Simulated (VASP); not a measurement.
All values below come from PBE GGA, VASP's PBE PAW potentials (set 64) (plane waves; VASP).

A VASP calculation is set up with these files.

**POSCAR**
```
CdSe
1.0
  0.0000000000   3.0855000000   3.0855000000
  3.0855000000   0.0000000000   3.0855000000
  3.0855000000   3.0855000000   0.0000000000
Cd Se
1 1
Cartesian
  0.0000000000   0.0000000000   0.0000000000
  1.5427500000   1.5427500000   1.5427500000
```

### INCAR
```
SYSTEM=CdSe
PREC=Accurate; ENCUT=400; LREAL=.FALSE.
LASPH=.TRUE.; KSPACING=0.25; KGAMMA=.FALSE.
EDIFF=1E-6; NELM=100; ALGO=Normal
LMAXMIX=4
ISMEAR=0; SIGMA=0.05
GGA=PE
ISIF=2
LWAVE=.FALSE.; LCHARG=.FALSE.
```

POTCAR, in this order: Cd Se (PBE.64 set). Program: vasp_std.

Output of the run:

File OSZICAR:
```
       N       E                     dE             d eps       ncg     rms          rms(c)
DAV:   1     0.925097427435E+02    0.92510E+02   -0.77410E+03  1605   0.997E+02
DAV:   2    -0.204912267692E+01   -0.94559E+02   -0.90914E+02  1820   0.266E+02
DAV:   3    -0.585899549758E+01   -0.38099E+01   -0.38017E+01  1810   0.556E+01
DAV:   4    -0.587753163829E+01   -0.18536E-01   -0.18535E-01  1740   0.379E+00
DAV:   5    -0.587764793700E+01   -0.11630E-03   -0.11630E-03  1815   0.275E-01    0.596E+00
DAV:   6    -0.551493245607E+01    0.36272E+00   -0.68486E-01  2075   0.105E+01    0.470E+00
DAV:   7    -0.549411515756E+01    0.20817E-01   -0.15834E-01  1720   0.300E+00    0.206E+00
DAV:   8    -0.549482708188E+01   -0.71192E-03   -0.14002E-02  1620   0.173E+00    0.240E-01
DAV:   9    -0.549497360089E+01   -0.14652E-03   -0.19256E-03  1865   0.640E-01    0.480E-02
DAV:  10    -0.549504726861E+01   -0.73668E-04   -0.21884E-04  1630   0.211E-01    0.458E-02
DAV:  11    -0.549509506603E+01   -0.47797E-04   -0.84721E-05  1580   0.713E-02    0.149E-02
DAV:  12    -0.549509393109E+01    0.11349E-05   -0.68908E-06  1850   0.378E-02    0.476E-03
DAV:  13    -0.549509462479E+01   -0.69369E-06   -0.23459E-06  1582   0.116E-02
   1 F= -.54950946E+01 E0= -.54950946E+01  d E =-.986088E-15
```

**OUTCAR**
```
------------------------ aborting loop because EDIFF is reached ----------------------------------------
  FORCE on cell =-STRESS in cart. coord.  units (eV):
  Direction    XX          YY          ZZ          XY          YZ          ZX
  --------------------------------------------------------------------------------------
  Total        0.1646095      0.1646095      0.1646095     -0.0000000      0.0000000     -0.0000000
  in kB        4.4890945      4.4890945      4.4890945     -0.0000000      0.0000000     -0.0000000
  external PRESSURE =       4.4890945 kB  Pullay stress =       0.0000000 kB
  volume of cell :       58.75
      direct lattice vectors                 reciprocal lattice vectors
     0.000000000  3.085500000  3.085500000    -0.162048290  0.162048290  0.162048290
     3.085500000  0.000000000  3.085500000     0.162048290 -0.162048290  0.162048290
     3.085500000  3.085500000  0.000000000     0.162048290  0.162048290 -0.162048290
  FREE ENERGIE OF THE ION-ELECTRON SYSTEM (eV)
  ---------------------------------------------------
  free  energy   TOTEN  =        -5.4950946248 eV

  energy  without entropy=       -5.4950946248  energy(sigma->0) =       -5.49509462
```
(Selected blocks of OUTCAR.)

The compound is CdSe in the zinc blende structure, whereas wurtzite is the usual form. The cell was not relaxed at this level. The run is one of a series of settings (KGAMMA = .FALSE., KSPACING = 0.25, KPOINTS file removed against the base run), some of them coarse on purpose.
